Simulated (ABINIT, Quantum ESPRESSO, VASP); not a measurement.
Code comparison for Cu₂La (P6/mmm, 3 atoms in the cell)

Self-consistent single point.

```yaml
crystal:
  lattice:
    - [4.30029, 0.00000, 0.00000]
    - [-2.15015, 3.72416, 0.00000]
    - [0.00000, 0.00000, 3.85096]
  atoms:
    - { symbol: La, position: [0.00000, 0.00000, 0.00000] }
    - { symbol: Cu, position: [0.33333, 0.66667, 0.50000] }
    - { symbol: Cu, position: [0.66667, 0.33333, 0.50000] }
```

Shared settings, as Quantum ESPRESSO writes them: occupations = smearing; smearing = fermi-dirac; degauss = 0.0036749 Ry; K_POINTS = automatic 9 9 9 0 0 0. Potentials and cutoffs stand in the table.

```tsv
code	model	pressure (GPa)	cutoff
VASP	PBEsol, VASP's PBE PAW potentials (set 64)	-3.63	300 eV
Quantum ESPRESSO	PBEsol, GBRV 1.5 ultrasoft (PBESOL) pseudopotentials	-2.97	50 Ry
ABINIT	PBEsol, PAW (JTH v2.0 PBE PAW, files made for PBE)	-2.53	30 Ha
```

On VASP's run: spin polarisation is off.

The spread over the programs that give each value: pressure within 1.10 GPa.

VASP's run is marked for a possible Pulay error in its stress at this cutoff; no cutoff test was made.

The starting cell comes from a database of computed structures (which also holds hypothetical and non-ambient phases and stackings), without a prior relaxation at this level.

Left out of this page: Ansatz and Elk (not drawn, or without a comparable value).
